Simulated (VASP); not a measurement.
Here is the system:

```xyz
2
Lattice="0.0000 2.8070 2.8070 2.8070 0.0000 2.8070 2.8070 2.8070 0.0000" Properties=species:S:1:pos:R:3 pbc="T T T"
Ba     0.0000     0.0000     0.0000
O      2.8070     2.8070     2.8070
```

Computed with PBE GGA, VASP's PBE PAW potentials (set 64) (plane waves; VASP). Numerical set-up: 520 eV cut-off, 9×9×9 Γ-centred mesh, tetrahedra with Blöchl corrections, potentials Ba_sv O.

Task: The job: BaO (rock salt), 2 atoms, PBE, static run, 520 eV, 9×9×9 Γ-centred mesh. Roughly how much core time does it take on a busy server core?

Result: About 50 core-seconds (one run on a shared machine, a rough figure). It had 35 irreducible k-points, 12 bands, up to 1243 plane waves and 15 electronic steps.

The compound is BaO in the rock salt structure. It was relaxed first.
